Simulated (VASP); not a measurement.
An input for Ansatz (written as the equivalent of a VASP run, and not itself run):

Ansatz 0.2 input:
```yaml
crystal:
  lattice:
    - [3.9673651, 0.0000000, 0.0000000]
    - [0.0000000, 3.9673651, 0.0000000]
    - [0.0000000, 0.0000000, 3.9673651]
  atoms:
    - { symbol: Ce, position: [1.0000000, 1.0000000, 0.0000000] }
    - { symbol: Rh, position: [0.5000000, 0.0000000, 0.5000000] }
    - { symbol: Rh, position: [0.0000000, 0.5000000, 0.5000000] }
    - { symbol: Rh, position: [0.5000000, 0.5000000, 0.0000000] }
kpoints:
  mp_grid: { grid: [7, 7, 7] }
hamiltonian:
  xc: lda
  pseudopotentials: { kind: paw }
scf:
  occupations: { method: methfessel_paxton, width: 0.1 }
  max_iter: 100
relax:
  max_steps: 60
  f_tol: 0.02
  cell: {}
output: { forces: true, stress: true, eigenvalues: true }
```

Q: Translate this input to VASP (INCAR, KPOINTS, POSCAR, choice of POTCAR).

A: Several could match; the one computed here: 
### KPOINTS
```
K-points
0
Gamma
  7 7 7
0 0 0
```

### INCAR
```
# general
SYSTEM   =  CeRh3
PREC     =  Accurate
ENCUT    =  400
LREAL    =  .False.
LASPH    =  .True.

# electronic loop
EDIFF    =  1E-6
NELM     =  100
ALGO     =  Normal
LMAXMIX  =  6

# smearing
ISMEAR   =  1
SIGMA    =  0.1

# ions
IBRION   =  2
NSW      =  60
ISIF     =  3
EDIFFG   =  -0.02

# output
LWAVE    =  .False.
LCHARG   =  .False.
```

**POSCAR**
```
CeRh3
1
    3.9673650737     0.0000000000     0.0000000000
    0.0000000000     3.9673650737     0.0000000000
   -0.0000000000     0.0000000000     3.9673650737
Ce Rh
1 3
Direct
  1.0000000000   1.0000000000   0.0000000000
  0.5000000000   0.0000000000   0.5000000000
  0.0000000000   0.5000000000   0.5000000000
  0.5000000000   0.5000000000   0.0000000000
```

POTCAR, in this order: Ce Rh_pv (LDA.64 set). Program: vasp_std.

What does not carry over: each code has its own PAW files, so the cut-off isn't converted (ENCUT is set for VASP's; basis.ecutwfc is left out, and Ansatz then takes the one that its files recommend); Ansatz stops its SCF on the density residual and VASP on the energy change (EDIFF); Ansatz's lda is the Perdew-Wang form, while the LDA potentials of VASP carry Perdew-Zunger's.

The structure comes from a computed database's CeRh3 entry (Pm-3m); how it stands against other phases isn't given here. This run relaxes it. Symmetry was kept, so distortions that lower it aren't found. The start is the result of an earlier pass.
